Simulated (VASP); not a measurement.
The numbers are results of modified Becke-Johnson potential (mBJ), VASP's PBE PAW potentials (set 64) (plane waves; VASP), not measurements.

VASP ran on this input.

File KPOINTS:
```
Automatic mesh
0
Gamma
4 6 4
0 0 0
```

KPOINTS_OPT:
```
k-points along high-symmetry lines
5
Line-mode
Reciprocal
  0.000000   0.000000   0.000000 ! GAMMA
 -0.500000   0.500000   0.000000 ! X

 -0.500000   0.500000   0.000000 ! X
 -1.000000   0.500000   0.000000 ! S

 -1.000000   0.500000   0.000000 ! S
 -0.500000   0.000000   0.000000 ! Y

 -0.500000   0.000000   0.000000 ! Y
  0.000000   0.000000   0.000000 ! GAMMA

  0.000000   0.000000   0.000000 ! GAMMA
  0.000000   0.000000   0.500000 ! Z

  0.000000   0.000000   0.500000 ! Z
 -0.500000   0.500000   0.500000 ! U

 -0.500000   0.500000   0.500000 ! U
 -1.000000   0.500000   0.500000 ! R

 -1.000000   0.500000   0.500000 ! R
 -0.500000   0.000000   0.500000 ! T

 -0.500000   0.000000   0.500000 ! T
  0.000000   0.000000   0.500000 ! Z

 -0.500000   0.500000   0.000000 ! X
 -0.500000   0.500000   0.500000 ! U

 -0.500000   0.000000   0.000000 ! Y
 -0.500000   0.000000   0.500000 ! T

 -1.000000   0.500000   0.000000 ! S
 -1.000000   0.500000   0.500000 ! R
```

INCAR:
```
SYSTEM = Al2Ga2N4
PREC = Accurate; ENCUT = 500; LREAL = .FALSE.
LASPH = .TRUE.
EDIFF = 1E-6; NELM = 200; ALGO = Normal
LMAXMIX = 4; LMIXTAU = .TRUE.
ISMEAR = 0; SIGMA = 0.05
METAGGA = MBJ
ISIF = 0
LWAVE = .FALSE.; LCHARG = .FALSE.
```

**POSCAR**
```
Al2Ga2N4
1.0
  3.1725155746  -5.4934828193   0.0000000000
  1.5856184837   2.7463725975   0.0000000000
  0.0000000000   0.0000000000   5.1361386450
Ga N Al
2 4 2
Cart
  1.5969797383  -0.9220167631   2.5778725183
  1.5748933602   0.9216534445   0.0098031958
  1.6259815679  -0.9387609788   4.5471995307
  1.5458915306   0.9383976601   1.9791302082
  3.1294393848  -3.6377014608   4.4953173269
  3.2149524608  -1.8561501706   1.9272480044
  3.1605442021  -3.6556598371   2.5758978384
  3.1838476435  -1.8381917944   0.0078285159
```

POTCAR, in this order: Ga_d N Al (PBE.64 set). Program: vasp_std. Read from the step before: WAVECAR.

What VASP printed:

### OSZICAR
```
       N       E                     dE             d eps       ncg     rms          rms(c)
DAV:   1     0.252505919972E+03    0.25251E+03   -0.91197E+00  4138   0.385E+01    0.252E+00
DAV:   2     0.251599782152E+03   -0.90614E+00   -0.73205E+00  3284   0.355E+01    0.474E+00
DAV:   3     0.250728776716E+03   -0.87101E+00   -0.12263E+00  3607   0.736E+00    0.575E+00
DAV:   4     0.251133623365E+03    0.40485E+00   -0.51122E-02  3622   0.178E+00    0.534E+00
DAV:   5     0.255741409622E+03    0.46078E+01   -0.14065E+00  2968   0.708E+00    0.197E+00
DAV:   6     0.256138378436E+03    0.39697E+00   -0.19846E-01  2913   0.340E+00    0.198E+00
DAV:   7     0.256420252607E+03    0.28187E+00   -0.29729E-02  2842   0.134E+00    0.173E+00
DAV:   8     0.256985384146E+03    0.56513E+00   -0.24370E-02  3158   0.897E-01    0.122E+00
DAV:   9     0.257437290902E+03    0.45191E+00   -0.97695E-03  3250   0.589E-01    0.746E-01
DAV:  10     0.257599124102E+03    0.16183E+00   -0.10174E-02  3080   0.601E-01    0.483E-01
DAV:  11     0.257713648469E+03    0.11452E+00   -0.24359E-03  3396   0.401E-01    0.308E-01
DAV:  12     0.257924963665E+03    0.21132E+00   -0.38058E-03  3422   0.414E-01    0.506E-02
DAV:  13     0.257902390984E+03   -0.22573E-01   -0.55020E-04  2956   0.169E-01    0.642E-02
DAV:  14     0.257943252161E+03    0.40861E-01   -0.33133E-04  3177   0.146E-01    0.314E-02
DAV:  15     0.257924377810E+03   -0.18874E-01   -0.49035E-05  3182   0.501E-02    0.135E-02
DAV:  16     0.257925747934E+03    0.13701E-02   -0.85992E-05  3148   0.705E-02    0.950E-03
DAV:  17     0.257917627272E+03   -0.81207E-02   -0.10355E-05  3374   0.240E-02    0.849E-03
DAV:  18     0.257920226442E+03    0.25992E-02   -0.21272E-06  2563   0.115E-02    0.816E-03
DAV:  19     0.257915101160E+03   -0.51253E-02   -0.61618E-06  2512   0.182E-02    0.373E-03
DAV:  20     0.257917402764E+03    0.23016E-02   -0.19508E-06  2219   0.908E-03    0.133E-03
DAV:  21     0.257917361311E+03   -0.41453E-04   -0.44183E-07  1498   0.541E-03    0.136E-03
DAV:  22     0.257917857860E+03    0.49655E-03   -0.12278E-07  1456   0.300E-03    0.145E-03
DAV:  23     0.257917701110E+03   -0.15675E-03   -0.69673E-08  1435   0.204E-03    0.777E-04
DAV:  24     0.257917760199E+03    0.59089E-04   -0.30316E-08  1428   0.150E-03    0.812E-04
DAV:  25     0.257917798689E+03    0.38490E-04   -0.11790E-08  1428   0.873E-04    0.776E-04
DAV:  26     0.257917818009E+03    0.19320E-04   -0.49132E-09  1428   0.579E-04    0.792E-04
DAV:  27     0.257917841524E+03    0.23515E-04   -0.48141E-09  1428   0.617E-04    0.676E-04
DAV:  28     0.257917669556E+03   -0.17197E-03   -0.13847E-08  1428   0.716E-04    0.143E-04
DAV:  29     0.257917618593E+03   -0.50963E-04   -0.31322E-09  1428   0.472E-04    0.229E-04
DAV:  30     0.257917626613E+03    0.80204E-05   -0.90734E-10  1428   0.324E-04    0.181E-04
DAV:  31     0.257917621881E+03   -0.47326E-05   -0.42318E-10  1414   0.157E-04    0.163E-04
DAV:  32     0.257917595810E+03   -0.26071E-04   -0.67664E-10  1407   0.223E-04    0.117E-04
DAV:  33     0.257917592594E+03   -0.32164E-05   -0.40283E-10  1393   0.161E-04    0.947E-05
DAV:  34     0.257917588450E+03   -0.41439E-05   -0.12673E-10  1407   0.819E-05    0.900E-05
DAV:  35     0.257917592402E+03    0.39520E-05   -0.70588E-11  1407   0.777E-05    0.817E-05
DAV:  36     0.257917595756E+03    0.33539E-05   -0.46918E-11  1407   0.518E-05    0.759E-05
DAV:  37     0.257917602798E+03    0.70425E-05   -0.22204E-11  1393   0.441E-05    0.680E-05
DAV:  38     0.257917610381E+03    0.75825E-05   -0.19317E-11  1386   0.309E-05    0.627E-05
DAV:  39     0.257917614237E+03    0.38564E-05   -0.12078E-11  1386   0.221E-05    0.618E-05
DAV:  40     0.257917617140E+03    0.29028E-05   -0.65199E-12  1386   0.194E-05    0.611E-05
DAV:  41     0.257917620019E+03    0.28790E-05   -0.37734E-12  1386   0.153E-05    0.609E-05
DAV:  42     0.257917619607E+03   -0.41213E-06   -0.32131E-12  1386   0.134E-05
   1 F= 0.25791762E+03 E0= 0.25791762E+03  d E =-.318828E-12
       N       E                     dE             ncg
       N       E                     dE             ncg
```

**OUTCAR**
```
------------------------ aborting loop because EDIFF is reached ----------------------------------------
  volume of cell :       89.49
      direct lattice vectors                 reciprocal lattice vectors
     3.172515575 -5.493482819  0.000000000     0.157624823 -0.091004707  0.000000000
     1.585618484  2.746372598  0.000000000     0.315291981  0.182082798  0.000000000
     0.000000000  0.000000000  5.136138645     0.000000000  0.000000000  0.194698794
 POSITION                                       TOTAL-FORCE (eV/Angst)
 -----------------------------------------------------------------------------------
      1.59698     -0.92202      2.57787        -0.472180      0.272613      0.367328
      1.57489      0.92165      0.00980         0.472180     -0.272613      0.367328
      1.62598     -0.93876      4.54720         0.581339     -0.335637      0.148913
      1.54589      0.93840      1.97913        -0.581339      0.335637      0.148913
      3.12944     -3.63770      4.49532        -0.526699      0.304090     -0.330683
      3.21495     -1.85615      1.92725         0.526699     -0.304090     -0.330683
      3.16054     -3.65566      2.57590         0.345988     -0.199756     -0.185557
      3.18385     -1.83819      0.00783        -0.345988      0.199756     -0.185557
 -----------------------------------------------------------------------------------
    total drift:                               -0.000357      0.002655      1.024440
  FREE ENERGIE OF THE ION-ELECTRON SYSTEM (eV)
  ---------------------------------------------------
  free  energy   TOTEN  =       257.9176196066 eV

  energy  without entropy=      257.9176196066  energy(sigma->0) =      257.91761961

     CMBJ =    1.0000

     CMBJA=   -0.0120

     CMBJB=    1.0230

     CMBJE=    0.5000

    CMBJ =    1.3131
```
(Selected blocks of OUTCAR.)

### OUTCAR
```
 val. band max:        5.7819525867   @ k =   0.0000   0.0000   0.0000

 cond. band min:       9.6169430930   @ k =   0.0000   0.0000   0.0000


 Fermi energy:         6.0091181727

 k-point     1 :       0.0000    0.0000    0.0000
  band No.  band energies     occupation
      1     -10.1324      2.00000
      2      -9.1483      2.00000
      3      -8.9858      2.00000
      4      -8.4682      2.00000
      5      -7.2159      2.00000
      6      -7.1977      2.00000
      7      -7.1139      2.00000
      8      -6.9527      2.00000
      9      -6.9458      2.00000
     10      -6.9268      2.00000
     11      -6.8392      2.00000
     12      -6.7222      2.00000
     13      -6.5205      2.00000
     14      -5.9491      2.00000
     15      -0.2739      2.00000
     16       0.3903      2.00000
     17       1.3620      2.00000
     18       2.2636      2.00000
     19       3.4222      2.00000
     20       3.9003      2.00000
     21       4.6987      2.00000
     22       4.8519      2.00000
     23       4.8707      2.00000
     24       5.5832      2.00000
     25       5.6297      2.00000
     26       5.7820      2.00000
     27       9.6169      0.00000
     28      11.9970      0.00000
     29      12.6861      0.00000
     30      12.8230      0.00000
     31      13.8225      0.00000

 k-point     2 :       0.2500   -0.0000    0.0000
  band No.  band energies     occupation
      1      -9.9871      2.00000
      2      -9.2624      2.00000
      3      -8.9929      2.00000
      4      -8.4858      2.00000
      5      -7.2158      2.00000
      6      -7.1981      2.00000
      7      -7.1139      2.00000
      8      -6.9668      2.00000
      9      -6.9457      2.00000
     10      -6.9271      2.00000
     11      -6.8727      2.00000
     12      -6.8392      2.00000
     13      -6.5126      2.00000
     14      -5.9255      2.00000
     15      -0.0321      2.00000
     16       0.8288      2.00000
     17       1.5349      2.00000
...
```

mBJ is a potential without an energy functional, so only the levels count.

The structure was generated: Al2Ga2N4 was put into an ordered model structure (Pmn2_1), which need not be its known phase. It was relaxed first. The cell's shape comes from a PBE relaxation.
